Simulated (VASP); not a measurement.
Input:

```yaml
crystal:
  lattice:
    - [0.00000, 2.73768, 2.73768]
    - [2.73768, 0.00000, 2.73768]
    - [2.73768, 2.73768, 0.00000]
  atoms:
    - { symbol: Mg, position: [0.00000, 0.00000, 0.00000] }
    - { symbol: Se, position: [0.50000, 0.50000, 0.50000] }
```

Calculation: PBE GGA, VASP's PBE PAW potentials (set 64) (plane waves; VASP). Settings: 480 eV cut-off, 8×8×8 Γ-centred mesh, Gaussian smearing of 0.050 eV, potentials Mg Se.

Question: Predict the energy per atom (σ→0), pressure, band gap (on the k-mesh) with the smallest direct gap where there is one.

Answer: 
* **band gap (on the k-mesh)**: 1.78 eV
* **smallest direct gap (on the k-mesh)**: 2.51 eV
* **energy per atom (σ→0)**: -3.744 eV/atom
* **pressure**: 1.01 GPa

The absolute energy has meaning only against runs of the same code, potentials and settings.

The compound is MgSe in the rock salt structure. It was relaxed first under an external pressure of 1 GPa.
